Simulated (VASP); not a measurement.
# Sn2Bi2O (I4/mmm) in VASP: relaxation of cell and atoms with PBE

Aim: the relaxation of cell and atoms of Sn2Bi2O with PBE.

All numbers are computed with VASP 6.6.1; they aren't measurements. Logs are shortened: lines on timing, memory, paths and dates and some standing lists are left out, and cuts for length are marked.

## Step 1: Starting point

It takes space group I4/mmm (No. 139, tetragonal). Conventional cell: a = 4.876 Å, b = 4.876 Å, c = 10.648 Å, α = 90.00°, β = 90.00°, γ = 90.00°. Around Sn (site symmetry 4mm) lie 1 O at 2.82 Å. Bi (site symmetry mmm) has 2 O at 2.44 Å as nearest neighbours. O (site symmetry 4/mmm) has 4 Bi at 2.44 Å as nearest neighbours.

The cell was built by a generator and needn't be a form met in nature.

## Step 2: Relaxation of cell and atoms, PBE

INCAR

```
PREC = Accurate ; ENCUT = 520
EDIFF = 1E-6 ; ISMEAR = 0
SIGMA = 0.1 ; LREAL = F
LASPH = T ; NELM = 120
ALGO = Normal ; ISIF = 3
LWAVE = F ; LCHARG = F
GGA = PE ; IBRION = 2
NSW = 90 ; EDIFFG = -0.01
KPAR = 4
```

KPOINTS

```
Automatic mesh
0
Gamma
  8 8 8
```

POSCAR

```
Sn2Bi2O
1.0
   -2.4380000000      2.4380000000      5.3240000000
    2.4380000000     -2.4380000000      5.3240000000
    2.4380000000      2.4380000000     -5.3240000000
Sn Bi O
2 2 1
Direct
    0.7646506400      0.7646506400      0.0000000000
    0.2353493600      0.2353493600      0.0000000000
    0.5000000000      0.0000000000      0.5000000000
    0.0000000000      0.5000000000      0.5000000000
    0.5000000000      0.5000000000      0.0000000000
```

Potentials or basis: VASP PAW PBE potentials, release 64 (Sn_d, Bi_d, O).

Command:

```
$ cat potpaw_PBE.64/Sn_d/POTCAR potpaw_PBE.64/Bi_d/POTCAR potpaw_PBE.64/O/POTCAR > POTCAR
$ mpirun -np 4 vasp_std > vasp.out
```

OUTCAR:

```text
PREC = Accurate
   ENCUT = 520
   EDIFF = 1E-6
   ISMEAR = 0
   LREAL = F
   LASPH = T
   NELM = 120
   ISIF = 3
   GGA = PE
   IBRION = 2
   NSW = 90
   EDIFFG = -0.01

 ion  position               nearest neighbor table
   1  0.765  0.765  0.000-   5 2.82   2 3.46   2 3.46   2 3.46   2 3.46   4 3.50   3 3.50   4 3.50
                             3 3.50   3 3.73   3 3.73   4 3.73   4 3.73
   2  0.235  0.235  0.000-   5 2.82   1 3.46   1 3.46   1 3.46   1 3.46   3 3.50   4 3.50   4 3.50
                             3 3.50   3 3.73   4 3.73   4 3.73   3 3.73
   3  0.500  0.000  0.500-   5 2.44   5 2.44   4 3.45   4 3.45   4 3.45   4 3.45   2 3.50   2 3.50
                             1 3.50   1 3.50   1 3.73   2 3.73   1 3.73   2 3.73
   4  0.000  0.500  0.500-   5 2.44   5 2.44   3 3.45   3 3.45   3 3.45   3 3.45   1 3.50   2 3.50
                             2 3.50   1 3.50   2 3.73   2 3.73   1 3.73   1 3.73
   5  0.500  0.500  0.000-   3 2.44   4 2.44   3 2.44   4 2.44   1 2.82   2 2.82

  LATTYP: Found a body centered tetragonal cell.
 ALAT       =     4.8760000000
 C/A-ratio  =     2.1837571780

  Lattice vectors:

 A1 = (  -2.4380000000,   2.4380000000,   5.3240000000)
 A2 = (   2.4380000000,  -2.4380000000,   5.3240000000)
 A3 = (   2.4380000000,   2.4380000000,  -5.3240000000)

Analysis of symmetry for initial positions (statically):
=====================================================================
 Subroutine PRICEL returns:
 Original cell was already a primitive cell.

 Routine SETGRP: Setting up the symmetry group for a
 body centered tetragonal supercell.

 Subroutine GETGRP returns: Found 16 space group operations
 (whereof 16 operations were pure point group operations)
 out of a pool of 16 trial point group operations.

The static configuration has the point symmetry D_4h.

Analysis of symmetry for dynamics (positions and initial velocities):
=====================================================================
 Subroutine PRICEL returns:
 Original cell was already a primitive cell.

 Routine SETGRP: Setting up the symmetry group for a
 body centered tetragonal supercell.

 Subroutine GETGRP returns: Found 16 space group operations
 (whereof 16 operations were pure point group operations)
 out of a pool of 16 trial point group operations.

The dynamic configuration has the point symmetry D_4h.

 Subroutine INISYM returns: Found 16 space group operations
 (whereof 16 operations are pure point group operations),
 and found     1 'primitive' translations

----------------------------------------------------------------------------------------

                                     Primitive cell

  volume of cell :     126.5801

  direct lattice vectors                    reciprocal lattice vectors
    -2.438000000  2.438000000  5.324000000     0.000000000  0.205086136  0.093914350
     2.438000000 -2.438000000  5.324000000     0.205086136  0.000000000  0.093914350
     2.438000000  2.438000000 -5.324000000     0.205086136  0.205086136  0.000000000

  length of vectors
     6.342922355  6.342922355  6.342922355     0.225566461  0.225566461  0.290035595

  position of ions in fractional coordinates (direct lattice)
     0.764650640  0.764650640  0.000000000
     0.235349360  0.235349360  0.000000000
     0.500000000  0.000000000  0.500000000
     0.000000000  0.500000000  0.500000000
     0.500000000  0.500000000  0.000000000

  ion indices of the primitive-cell ions
   primitive index   ion index
                 1           1
                 2           2
                 3           3
                 4           4
                 5           5

----------------------------------------------------------------------------------------

 KPOINTS: Automatic mesh

Automatic generation of k-mesh.
 Grid dimensions read from file:
 generate k-points for:    8    8    8

 Generating k-lattice:

  Cartesian coordinates                     Fractional coordinates (reciprocal lattice)
     0.000000000  0.025635767  0.011739294     0.125000000  0.000000000  0.000000000
     0.025635767  0.000000000  0.011739294     0.000000000  0.125000000  0.000000000
     0.025635767  0.025635767  0.000000000     0.000000000  0.000000000  0.125000000

  Length of vectors
     0.028195808  0.028195808  0.036254449

  Shift w.r.t. Gamma in fractional coordinates (k-lattice)
     0.000000000  0.000000000  0.000000000

 Subroutine IBZKPT returns following result:
 ===========================================

 Found     59 irreducible k-points:

 Following reciprocal coordinates:
            Coordinates               Weight
  0.000000  0.000000  0.000000      1.000000
  0.125000  0.000000 -0.000000      8.000000
  0.250000  0.000000 -0.000000      8.000000
  0.375000  0.000000 -0.000000      8.000000
  0.500000  0.000000 -0.000000      4.000000
  0.125000  0.125000 -0.000000      8.000000
[... 16 lines left out ...]
  0.250000  0.125000  0.125000     16.000000
  0.375000  0.125000  0.125000      8.000000
 [... further k-points ...]
   k-points           NKPTS =     59   k-points in BZ     NKDIM =     59   number of bands    NBANDS=     38
   number of dos      NEDOS =    301   number of ions     NIONS =      5
   total plane-waves  NPLWV = 110592
   dimension x,y,z NGX =    48 NGY =   48 NGZ =   48
   dimension x,y,z NGXF=    96 NGYF=   96 NGZF=   96
   ions per type =               2   2   1
   NGX,Y,Z   is equivalent  to a cutoff of  12.58, 12.58, 12.58 a.u.
   NGXF,Y,Z  is equivalent  to a cutoff of  25.16, 25.16, 25.16 a.u.
 SYSTEM =  unknown system
   PREC   = accura    normal or accurate (medium, high low for compatibility)
   ISTART =      0    job   : 0-new  1-cont  2-samecut
   ICHARG =      2    charge: 1-file 2-atom 10-const
   ISPIN  =      1    spin polarized calculation?
   LNONCOLLINEAR =      F non collinear calculations
   LSORBIT =      F    spin-orbit coupling
   LASPH  =      T    aspherical Exc in radial PAW
   ENCUT  =  520.0 eV  38.22 Ry    6.18 a.u.  11.79 11.79 11.79*2*pi/ulx,y,z
   NELM   =    120;   NELMIN=  2; NELMDL= -5     # of ELM steps
   EDIFF  = 0.1E-05   stopping-criterion for ELM
   LREAL  =      F    real-space projection
   EDIFFG = -.1E-01   stopping-criterion for IOM
   NSW    =     90    number of steps for IOM
   IBRION =      2    ionic relax: 0-MD 1-quasi-New 2-CG
   NFREE  =      1    steps in history (QN), initial steepest desc. (CG)
   ISIF   =      3    stress and relaxation
   ISYM   =      2    0-nonsym 1-usesym 2-fastsym
   POTIM  = 0.5000    time-step for ionic-motion
   TEBEG  =    0.0;   TEEND  =   0.0 temperature during run
   PSTRESS=    0.0 pullay stress
   NELECT =      64.0000    total number of electrons
   NUPDOWN=      -1.0000    fix difference up-down
   EMIN   =  10.00;   EMAX   =-10.00  energy-range for DOS
   EFERMI =   0.00;   METHOD = LEGACY
   ISMEAR =     0;   SIGMA  =   0.10  broadening in eV -4-tet -1-fermi 0-gaus
   EFERMI_NEDOS =   21; number of points for ismear=-14 and -15
   IALGO  =     38    algorithm
   IMIX   =      4    mixing-type and parameters
     AMIX     =   0.40;   BMIX     =  1.00
     AMIX_MAG =   1.60;   BMIX_MAG =  1.00
  volume/ion in A,a.u.               =      25.32       170.84
  Fermi-wavevector in a.u.,A,eV,Ry     =   1.304206  2.464593 23.142890  1.700954
  Thomas-Fermi vector in A             =   2.435158
   LORBIT       =      0    0 simple, 1 ext, 2 COOP (PROOUT), +10 PAW based schemes
   GGA     = PE    functional components
   LHFCALC =     F    Hartree Fock is set to
   AEXX    =    0.0000 exact exchange contribution
   IVDW    =     0    specifies the selected vdW correction
   LEPSILON=     F    determine dielectric tensor
   LRPA    =     F    only Hartree local field effects (RPA)
 conjugate gradient relaxation of ions
 non-spin polarized calculation
 Gauss-broadening in eV      SIGMA  =   0.10
  energy-cutoff  :      520.00
  volume of cell :      126.58
 maximum number of plane-waves:      3425
   NGX = 23   NGY = 23   NGZ = 23

--------------------------------------- Ionic step        1  -------------------------------------------

 number of electron      64.0000002 magnetization

 Free energy of the ion-electron system (eV)
  ---------------------------------------------------
  ext. energy  EPLUGINS =         0.00000000
  ---------------------------------------------------
  free energy    TOTEN  =       -21.25866203 eV

  energy without entropy =      -21.24940310  energy(sigma->0) =      -21.25403257

------------------------ aborting loop because EDIFF is reached ----------------------------------------

  FORCE on cell =-STRESS in cart. coord.  units (eV):
  Direction    XX          YY          ZZ          XY          YZ          ZX
  --------------------------------------------------------------------------------------
  -------------------------------------------------------------------------------------
  Total        0.4562645      0.4562645     -1.5904494      0.0000000     -0.0000000      0.0000000
  in kB        5.7751305      5.7751305    -20.1309835      0.0000000     -0.0000000      0.0000000
  external PRESSURE =      -2.8602408 kB  Pullay stress =       0.0000000 kB
[... 98 lines left out ...]
  FREE ENERGIE OF THE ION-ELECTRON SYSTEM (eV)
  ---------------------------------------------------
  free  energy   TOTEN  =       -21.3301601939 eV

  energy  without entropy=      -21.3196656875  energy(sigma->0) =      -21.32491294

[... ionic steps 4 to 8 ...]

--------------------------------------- Ionic step        9  -------------------------------------------

 number of electron      64.0000003 magnetization

------------------------ aborting loop because EDIFF is reached ----------------------------------------
[... 73 lines left out ...]
--------------------------------------- Ionic step       11  -------------------------------------------

 number of electron      64.0000003 magnetization

 Free energy of the ion-electron system (eV)
  ---------------------------------------------------
  ext. energy  EPLUGINS =         0.00000000
  ---------------------------------------------------
  free energy    TOTEN  =       -21.33607655 eV

  energy without entropy =      -21.32471792  energy(sigma->0) =      -21.33039724

 E-fermi :   7.7949     XC(G=0): -10.3834

 val. band max:        7.7940567801   @ k =  -0.2500   0.2500   0.2500
 cond. band min:       7.8130491881   @ k =   0.5000   0.2500   0.1250
 fundamental gap:      0.0189924081
 Fermi energy:         7.7949399158

 k-point     1 :       0.0000    0.0000    0.0000
  band No.  band energies     occupation
      1     -15.4652      2.00000
      2     -15.4027      2.00000
      3     -15.2724      2.00000
      4     -15.2724      2.00000
      5     -15.2526      2.00000
      6     -15.2293      2.00000
[... 973 lines left out ...]
     37      10.9740      0.00000
     38      11.6753      0.00000

 [... further k-points ...]
[... 5 lines left out ...]
  --------------------------------------------------------------------------------------
  -------------------------------------------------------------------------------------
  Total        0.0252864      0.0252864      0.0330904      0.0000000     -0.0000000      0.0000000
  in kB        0.3265173      0.3265173      0.4272879      0.0000000     -0.0000000      0.0000000
  external PRESSURE =       0.3601075 kB  Pullay stress =       0.0000000 kB
[... 20 lines left out ...]
  FREE ENERGIE OF THE ION-ELECTRON SYSTEM (eV)
  ---------------------------------------------------
  free  energy   TOTEN  =       -21.3360765510 eV

  energy  without entropy=      -21.3247179221  energy(sigma->0) =      -21.33039724

 reached required accuracy - stopping structural energy minimisation
```

It took 6.2 min on 4 MPI ranks of Intel Xeon Platinum 8559C (Emerald Rapids), shared host; peak memory 0.51 GiB.

What came out:

```yaml
Free_energy: -21.3361 eV
Relaxed_volume: 24.82 Å³/atom
Relaxed_cell: a = 6.113 Å, b = 6.113 Å, c = 6.113 Å, α = 131.88°, β = 131.88°, γ = 70.41°
Space_group_after_relaxing_to_0.05_Å: I4/mmm (No. 139)
Energy_gained_by_relaxing: 15.5 meV/atom
Ionic_steps: 11
Pressure_after_relaxing: 0.0 GPa
Band_gap_on_the_k_mesh: none (metal or under the smearing width)
```

The path:
```tsv
step	energy change (eV)	largest force (eV/Å)	pressure (GPa)	volume (Å³)
1	0.0000	0.2311	-0.29	126.58
2	-0.0301	0.1922	-0.15	125.74
3	-0.0715	0.0894	0.46	123.49
4	-0.0729	0.0644	0.69	122.89
5	-0.0726	0.0248	-0.77	125.64
6	-0.0763	0.0446	-0.05	124.22
7	-0.0763	0.0458	-0.01	124.19
8	-0.0766	0.0384	-0.01	124.18
9	-0.0772	0.0191	0.00	124.13
10	-0.0772	0.0202	0.04	124.03
11	-0.0774	0.0010	0.04	124.08
```

Final structure:
```cif
data_structure
_symmetry_space_group_name_H-M 'P 1'
_symmetry_Int_Tables_number 1
_cell_length_a 6.1130
_cell_length_b 6.1130
_cell_length_c 6.1130
_cell_angle_alpha 131.884
_cell_angle_beta 131.884
_cell_angle_gamma 70.412
_cell_volume 124.08
loop_
_atom_site_label
_atom_site_type_symbol
_atom_site_fract_x
_atom_site_fract_y
_atom_site_fract_z
_atom_site_occupancy
Sn1 Sn 0.77187 0.77187 0.00000 1
Sn2 Sn 0.22813 0.22813 0.00000 1
Bi1 Bi 0.50000 0.00000 0.50000 1
Bi2 Bi 0.00000 0.50000 0.50000 1
O1 O 0.50000 0.50000 0.00000 1
```

Levels at points of the mesh, in eV from the Fermi level:
| k point | band 28 | band 29 | band 30 | band 31 | band 32 | band 33 | band 34 | band 35 | band 36 | band 37 |
| --- | --- | --- | --- | --- | --- | --- | --- | --- | --- | --- |
| (0.00, 0.00, 0.00) | -5.08 | -1.57 | -1.57 | -1.05 | -1.05 | -0.95 | -0.20 | 0.57 | 3.48 | 3.48 |
| (0.50, 0.00, 0.00) | -2.46 | -2.17 | -2.04 | -1.29 | -0.17 | 0.14 | 0.23 | 1.76 | 1.76 | 3.23 |
| (0.50, 0.50, 0.00) | -3.49 | -2.62 | -2.48 | -1.49 | -1.12 | -0.33 | 1.86 | 3.14 | 3.31 | 4.11 |
| (0.50, 0.50, 0.50) | -3.32 | -2.07 | -2.07 | 0.57 | 1.15 | 1.23 | 1.60 | 1.60 | 3.02 | 3.13 |

Caveat: spin-orbit coupling is left out, which moves the levels of the heavy elements.
